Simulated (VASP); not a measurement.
Consider the following.

```
CELL_PARAMETERS angstrom
      5.00557    -8.66990     0.00000
      5.00557     8.66990     0.00000
      0.00000     0.00000    10.98665
ATOMIC_POSITIONS crystal
  Si 0.00000 0.23724 0.16667
  Si 0.26276 0.26276 0.00000
  Si 0.23724 0.00000 0.33333
  Si 0.00000 0.23724 0.66667
  Si 0.26276 0.26276 0.50000
  Si 0.23724 0.00000 0.83333
  Si 0.00000 0.73724 0.16667
  Si 0.26276 0.76276 0.00000
  Si 0.23724 0.50000 0.33333
  Si 0.00000 0.73724 0.66667
  Si 0.26276 0.76276 0.50000
  Si 0.23724 0.50000 0.83333
  Si 0.50000 0.23724 0.16667
  Si 0.76276 0.26276 0.00000
  Si 0.73724 0.00000 0.33333
  Si 0.50000 0.23724 0.66667
  Si 0.76276 0.26276 0.50000
  Si 0.73724 0.00000 0.83333
  Si 0.50000 0.73724 0.16667
  Si 0.76276 0.76276 0.00000
  Si 0.73724 0.50000 0.33333
  Si 0.50000 0.73724 0.66667
  Si 0.76276 0.76276 0.50000
  Si 0.73724 0.50000 0.83333
  O  0.12953 0.20700 0.10402
  O  0.29300 0.42252 0.43736
  O  0.37047 0.07748 0.22931
  O  0.42252 0.29300 0.06264
  O  0.20700 0.12953 0.39598
  O  0.07748 0.37047 0.27069
  O  0.12953 0.20700 0.60402
  O  0.29300 0.42252 0.93736
  O  0.37047 0.07748 0.72931
  O  0.42252 0.29300 0.56264
  O  0.20700 0.12953 0.89598
  O  0.07748 0.37047 0.77069
  O  0.12953 0.70700 0.10402
  O  0.29300 0.92252 0.43736
  O  0.37047 0.57748 0.22931
  O  0.42252 0.79300 0.06264
  O  0.20700 0.62953 0.39598
  O  0.07748 0.87047 0.27069
  O  0.12953 0.70700 0.60402
  O  0.29300 0.92252 0.93736
  O  0.37047 0.57748 0.72931
  O  0.42252 0.79300 0.56264
  O  0.20700 0.62953 0.89598
  O  0.07748 0.87047 0.77069
  O  0.62953 0.20700 0.10402
  O  0.79300 0.42252 0.43736
  O  0.87047 0.07748 0.22931
  O  0.92252 0.29300 0.06264
  O  0.70700 0.12953 0.39598
  O  0.57748 0.37047 0.27069
  O  0.62953 0.20700 0.60402
  O  0.79300 0.42252 0.93736
  O  0.87047 0.07748 0.72931
  O  0.92252 0.29300 0.56264
  O  0.70700 0.12953 0.89598
  O  0.57748 0.37047 0.77069
  O  0.62953 0.70700 0.10402
  O  0.79300 0.92252 0.43736
  O  0.87047 0.57748 0.22931
  O  0.92252 0.79300 0.06264
  O  0.70700 0.62953 0.39598
  O  0.57748 0.87047 0.27069
  O  0.62953 0.70700 0.60402
  O  0.79300 0.92252 0.93736
  O  0.87047 0.57748 0.72931
  O  0.92252 0.79300 0.56264
  O  0.70700 0.62953 0.89598
  O  0.57748 0.87047 0.77069
```

The numbers are results of PBE GGA, VASP's PBE PAW potentials (set 64) (plane waves; VASP), not measurements. Settings: PREC = Normal, LREAL = Auto, 400 eV cut-off, 1×1×1 Γ-centred mesh, Gaussian smearing of 0.050 eV, potentials Si O.

At this cut-off the stress carries a Pulay error, which pulls relaxed volumes low. The supercell is sampled at Γ alone, which is coarse: total energies, pressure and levels can be off, energies of defects by several tenths of an eV.

Question: Give the stress tensor in GPa (positive for a compressed cell).

Answer: 
```
-4.14   0.00   0.00
 0.00  -4.14   0.00
 0.00   0.00  -4.20
```
The pressure is its mean diagonal, -4.16 GPa.

The cell is a supercell, built from SiO2 (quartz).
